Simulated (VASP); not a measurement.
Data:

```xyz
1
Lattice="0.0000 1.7600 1.7600 1.7600 0.0000 1.7600 1.7600 1.7600 0.0000" Properties=species:S:1:pos:R:3 pbc="T T T"
Ni     0.0000     0.0000     0.0000
```
Starting moments (μB, in the order of the record's atoms Ni): 0.8.

Level of theory: r2SCAN meta-GGA, VASP's PBE PAW potentials (set 64) (plane waves; VASP). Settings: 400 eV cut-off, 16×16×16 Γ-centred mesh, first-order Methfessel-Paxton smearing of 0.10 eV, potentials Ni.

Energy and stress use the plane-wave basis of the starting cell.

Question: The ions, cell shape and volume are relaxed. Give the cell that the relaxation ends in.

Answer: 
```xyz
1
Lattice="0.0000 1.7391 1.7391 1.7391 0.0000 1.7391 1.7391 1.7391 0.0000" Properties=species:S:1:pos:R:3 pbc="T T T"
Ni     0.0000     0.0000     0.0000
```
Space group Fm-3m (225), at a tolerance of 0.03 Å. The cell ends with 0.75 μB, on the sites 0.77 μB.

Question: How do energy and volume change from the first to the last step?

Answer: The energy (σ→0) changes by -9.0 meV/atom and the volume by -3.5 %, in 7 ionic steps.

The compound is Ni in the fcc structure. This run relaxes it. Symmetry was kept, so distortions that lower it aren't found.
